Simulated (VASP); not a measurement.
Energy against volume of HfO2 (fluorite). Computed with revPBE GGA, VASP's PBE PAW potentials (set 64) (plane waves; VASP). Numerical set-up: 520 eV cut-off, 8×8×8 Γ-centred mesh, Gaussian smearing of 0.050 eV, potentials Hf_pv O.

```json
[
 {"V (Å³/atom)": "10.375", "E (eV/atom)": "-9.66337"},
 {"V (Å³/atom)": "10.706", "E (eV/atom)": "-9.68934"},
 {"V (Å³/atom)": "11.037", "E (eV/atom)": "-9.69777"},
 {"V (Å³/atom)": "11.368", "E (eV/atom)": "-9.69114"}
]
```

Q: Fit these four points and predict the energy of the run at 11.699 Å³/atom.

A: A cubic in V^(−2/3), the third-order Birch-Murnaghan form, passes through the four points with V0 = 11.05 Å³/atom and B0 = 242 GPa, and gives -9.6715 eV/atom there. The run gave -9.6717 eV/atom, -0.2 meV/atom from the fit; all five points give B0 = 240 GPa.

The compound is HfO2 in the fluorite structure, the high-temperature cubic form, which is unstable at 0 K; the monoclinic form is the stable one. It was relaxed first.
